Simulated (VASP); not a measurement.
Consider the following.

```
SrO
1.0
    0.00000     2.52270     2.52270
    2.52270     0.00000     2.52270
    2.52270     2.52270     0.00000
Sr O
1 1
Direct
  0.00000   0.00000   0.00000
  0.50000   0.50000   0.50000
```

All values below come from AM05 GGA, VASP's PBE PAW potentials (set 64) (plane waves; VASP). Settings: 520 eV cut-off, 9×9×9 Γ-centred mesh, Gaussian smearing of 0.050 eV, potentials Sr_sv O.

Problem. The job: SrO (rock salt), 2 atoms, AM05, static run, 520 eV, 9×9×9 Γ-centred mesh. Roughly how much core time does it take on a busy server core?

Solution. About 10 core-seconds (one run on a shared machine, a rough figure). It had 35 irreducible k-points, 12 bands, up to 893 plane waves and 15 electronic steps.

The compound is SrO in the rock salt structure. This cell is one point of a volume scan, at 0.94 of the reference volume.
